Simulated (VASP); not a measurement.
Method: PBEsol GGA, VASP's PBE PAW potentials (set 64) (plane waves; VASP 6.6.1).

VASP ran on this input.

### KPOINTS
```
Automatic mesh
0
Gamma
16 16 9
0 0 0
```

### POSCAR
```
Ru
1
    1.3225858390    -2.2907860370     0.0000000000
    1.3225858390     2.2907860370     0.0000000000
    0.0000000000    -0.0000000000     4.1762442945
Ru
2
Direct
  0.3333330000   0.6666670000   0.2500000000
  0.6666670000   0.3333330000   0.7500000000
```

INCAR:
```
# general
SYSTEM =Ru
PREC   =Accurate
ENCUT  =500   # plane-wave cut-off (eV)
LREAL  =F   # projection in real space or not
LASPH  =T

# electronic loop
EDIFF  =1E-6
NELM   =100   # most electronic steps
ALGO   =Normal   # blocked Davidson
LMAXMIX=4

# smearing
ISMEAR =1   # Methfessel-Paxton
SIGMA  =0.1

# functional
GGA    =PS   # PBEsol

# ions
IBRION =2   # conjugate gradients
NSW    =40   # most ionic steps
ISIF   =3   # ions, shape and volume
EDIFFG =-0.02
PSTRESS=200   # kbar

# output
LWAVE  =F
LCHARG =F
```

POTCAR, in this order: Ru_pv (PBE.64 set). Program: vasp_std.

Output

**OUTCAR**
```
 ion  position               nearest neighbor table
   1  0.333  0.667  0.250-   2 2.59   2 2.59   2 2.59   2 2.59   2 2.59   2 2.59
   2  0.667  0.333  0.750-   1 2.59   1 2.59   1 2.59   1 2.59   1 2.59   1 2.59
  LATTYP: Found a hexagonal cell.
 ALAT       =     2.6451718222
 C/A-ratio  =     1.5788177764
 Subroutine PRICEL returns:
 Original cell was already a primitive cell.
 Subroutine GETGRP returns: Found 24 space group operations
The static configuration has the point symmetry D_3d.
 The point group associated with its full space group is D_6h.
The dynamic configuration has the point symmetry D_3d.
 Subroutine INISYM returns: Found 24 space group operations
 Subroutine IBZKPT returns following result:
 Found    150 irreducible k-points:

 Following reciprocal coordinates:
            Coordinates               Weight
  0.000000  0.000000  0.000000      1.000000
  0.062500  0.000000  0.000000      6.000000
  0.125000  0.000000  0.000000      6.000000
  0.187500  0.000000  0.000000      6.000000
  0.250000  0.000000  0.000000      6.000000
  0.312500  0.000000  0.000000      6.000000
  0.375000  0.000000  0.000000      6.000000
...
```

**OSZICAR**
```
       N       E                     dE             d eps       ncg     rms          rms(c)
DAV:   1     0.280804011892E+03    0.28080E+03   -0.17708E+04  5400   0.170E+03
DAV:   2    -0.148825320348E+02   -0.29569E+03   -0.28978E+03  5684   0.494E+02
DAV:   3    -0.217041427821E+02   -0.68216E+01   -0.66551E+01  5630   0.804E+01
DAV:   4    -0.217824487499E+02   -0.78306E-01   -0.77879E-01  6664   0.717E+00
DAV:   5    -0.217834653220E+02   -0.10166E-02   -0.10165E-02  5808   0.778E-01    0.228E+01
DAV:   6    -0.204013831073E+02    0.13821E+01   -0.33936E+00  5470   0.197E+01    0.655E+00
DAV:   7    -0.202771769624E+02    0.12421E+00   -0.37755E-01  5566   0.594E+00    0.124E+00
DAV:   8    -0.202660534642E+02    0.11123E-01   -0.86070E-03  5520   0.115E+00    0.296E-01
DAV:   9    -0.202655930853E+02    0.46038E-03   -0.96588E-04  6822   0.356E-01    0.432E-02
DAV:  10    -0.202656128069E+02   -0.19722E-04   -0.24155E-05  5866   0.489E-02    0.974E-03
DAV:  11    -0.202656136834E+02   -0.87656E-06   -0.12138E-06  3790   0.104E-02
   1 F= -.17106657E+02 E0= -.17106852E+02  d E =-.171067E+02
```

**OUTCAR**
```
------------------------ aborting loop because EDIFF is reached ----------------------------------------
  FORCE on cell =-STRESS in cart. coord.  units (eV):
  Direction    XX          YY          ZZ          XY          YZ          ZX
  --------------------------------------------------------------------------------------
  Total        3.1863447      3.1863452      3.1793941      0.0000000     -0.0000000      0.0000000
  in kB      201.7339793    201.7340087    201.2939210      0.0000000     -0.0000000      0.0000000
  external PRESSURE =       1.5873030 kB  Pullay stress =     200.0000000 kB
  volume of cell :       25.31
      direct lattice vectors                 reciprocal lattice vectors
     1.322585839 -2.290786037  0.000000000     0.378047296 -0.218265692  0.000000000
     1.322585839  2.290786037  0.000000000     0.378047296  0.218265692  0.000000000
     0.000000000  0.000000000  4.176244295     0.000000000  0.000000000  0.239449594
 POSITION                                       TOTAL-FORCE (eV/Angst)
 -----------------------------------------------------------------------------------
      1.32259      0.76360      1.04406         0.000000      0.000000      0.000000
      1.32259     -0.76360      3.13218        -0.000000     -0.000000      0.000000
 -----------------------------------------------------------------------------------
    total drift:                               -0.000010      0.000474     -0.000045
  FREE ENERGIE OF THE ION-ELECTRON SYSTEM (eV)
  ---------------------------------------------------
  free  energy   TOTEN  =       -20.2656136834 eV

  energy  without entropy=      -20.2661981775  energy(sigma->0) =      -20.26580851
  enthalpy is  TOTEN    =       -17.1066567879 eV   P V=        3.1589568956

 reached required accuracy - stopping structural energy minimisation
```
(Selected blocks of OUTCAR.)

OUTCAR:
```
 val. band max:       14.0493712633   @ k =   0.4375   0.0625   0.3333

 cond. band min:      14.0755693405   @ k =   0.2500   0.0625   0.2222


 Fermi energy:        14.0513954870

 k-point     1 :       0.0000    0.0000    0.0000
  band No.  band energies     occupation
      1     -29.8746      2.00000
      2     -28.6948      2.00000
      3     -28.6948      2.00000
      4     -28.4801      2.00000
      5     -28.4801      2.00000
      6     -28.4214      2.00000
      7       5.5420      2.00000
      8       7.2039      2.00000
      9      11.1202      2.00000
     10      11.1202      2.00000
     11      11.3513      2.00000
     12      11.8955      2.00000
     13      11.8955      2.00000
     14      12.4664      2.00000
     15      12.4665      2.00000
     16      15.3526     -0.00000
     17      15.3527     -0.00000
     18      15.3953     -0.00000

 k-point     2 :       0.0625    0.0000    0.0000
  band No.  band energies     occupation
      1     -29.8577      2.00000
      2     -28.7311      2.00000
      3     -28.7071      2.00000
      4     -28.5179      2.00000
      5     -28.4848      2.00000
      6     -28.4293      2.00000
      7       5.6989      2.00000
      8       7.3256      2.00000
      9      10.8084      2.00000
     10      11.2502      2.00000
     11      11.6215      2.00000
     12      11.8248      2.00000
     13      12.0158      2.00000
     14      12.3041      2.00000
     15      12.3646      2.00000
     16      14.0359      1.25856
     17      15.4190     -0.00000
     18      16.9248      0.00000

 k-point     3 :       0.1250    0.0000    0.0000
  band No.  band energies     occupation
      1     -29.8084      2.00000
      2     -28.8344      2.00000
      3     -28.7413      2.00000
      4     -28.6244      2.00000
      5     -28.4988      2.00000
      6     -28.4529      2.00000
      7       6.1453      2.00000
      8       7.6475      2.00000
      9      10.3696      2.00000
...
```

The compound is Ru in the hcp structure. It was relaxed first under an external pressure of 20 GPa.
